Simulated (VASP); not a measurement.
Data:

```yaml
crystal:
  lattice:
    - [2.81187, 0.00000, 0.00000]
    - [0.00000, 2.81187, 0.00000]
    - [0.00000, 0.00000, 2.81187]
  atoms:
    - { symbol: Al, position: [0.50000, 0.50000, 0.50000] }
    - { symbol: Fe, position: [0.00000, 0.00000, 0.00000] }
```

Computed with AM05 GGA, VASP's PBE PAW potentials (set 64) (plane waves; VASP). Numerical set-up: 520 eV cut-off, 13×13×13 Γ-centred mesh, first-order Methfessel-Paxton smearing of 0.10 eV, potentials Al Fe.

Question: Give the stress tensor in GPa (positive for a compressed cell).

Answer: 
```
6.24  0.00  0.00
0.00  6.24  0.00
0.00  0.00  6.24
```
The pressure is its mean diagonal, 6.24 GPa.

The compound is FeAl in the CsCl type structure. This cell is one point of a volume scan, at 0.97 of the reference volume. The run is not spin-polarised, so no magnetic state was tried. The electron count is odd and the run is not spin-polarised, which forces a metal.
